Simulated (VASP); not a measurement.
Input:

```yaml
crystal:
  lattice:
    - [-2.97330, 2.97330, 1.62180]
    - [2.97330, -2.97330, 1.62180]
    - [2.97330, 2.97330, -1.62180]
  atoms:
    - { symbol: Sn, position: [0.25000, 0.75000, 0.50000] }
    - { symbol: Sn, position: [0.00000, 0.00000, 0.00000] }
```

The numbers are results of PBE GGA, VASP's PBE PAW potentials (set 64) (plane waves; VASP 6.6.1), not measurements. Numerical set-up: 400 eV cut-off, 12×12×12 Γ-centred mesh, first-order Methfessel-Paxton smearing of 0.10 eV, potentials Sn_d.

Unless said otherwise, spin-orbit coupling is left out, though it shifts the bands of the heavy elements here.

Problem. Estimate the energy per atom (σ→0), band gap (on the k-mesh) with the smallest direct gap where there is one.

Solution. 
| Quantity | Value |
|---|---|
| band gap (on the k-mesh) | none (metal, semimetal or under 0.01 eV) |
| energy per atom (σ→0) | -3.806 eV/atom |

The compound is Sn in the beta structure. The cell was not relaxed at this level.
